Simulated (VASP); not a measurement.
The input files of a VASP run:

INCAR:
```
SYSTEM = Sn
PREC = Accurate
ENCUT = 400
EDIFF = 1E-6
NELM = 100
ALGO = Normal
LREAL = .FALSE.
LASPH = .TRUE.
ISMEAR = 1
SIGMA = 0.1
GGA = PE
LMAXMIX = 4
LWAVE = .FALSE.
LCHARG = .FALSE.
ISIF = 2
```

File KPOINTS:
```
Automatic mesh
0
Gamma
 12 12 12
```

File POSCAR:
```
Sn
1
   -2.9993000000     2.8296000000     1.5522980000
    2.9993000000    -2.8296000000     1.5522980000
    2.9993000000     2.8296000000    -1.5522980000
Sn
2
Direct
  0.2500000000   0.7500000000   0.5000000000
 -0.0000000000   0.0092900000   0.0092900000
```

POTCAR, in this order: Sn_d (PBE.64 set). Program: vasp_std.

Question: Write an equivalent input for Ansatz.

Answer: One equivalent input (not run):
Ansatz 0.2 input:
```yaml
crystal:
  lattice:
    - [-2.9993000, 2.8296000, 1.5522980]
    - [2.9993000, -2.8296000, 1.5522980]
    - [2.9993000, 2.8296000, -1.5522980]
  atoms:
    - { symbol: Sn, position: [0.2500000, 0.7500000, 0.5000000] }
    - { symbol: Sn, position: [0.0000000, 0.0092900, 0.0092900] }
kpoints:
  mp_grid: { grid: [12, 12, 12] }
hamiltonian:
  xc: pbe
  pseudopotentials: { kind: paw }
scf:
  occupations: { method: methfessel_paxton, width: 0.1 }
  max_iter: 100
output: { forces: true, stress: true, eigenvalues: true }
```
The two are equivalent in intent, not identical: each code has its own PAW files, so the cut-off isn't converted (ENCUT is set for VASP's; basis.ecutwfc is left out, and Ansatz then takes the one that its files recommend); Ansatz stops its SCF on the density residual and VASP on the energy change (EDIFF).

The compound is Sn in the beta structure. The cell was not relaxed at this level.
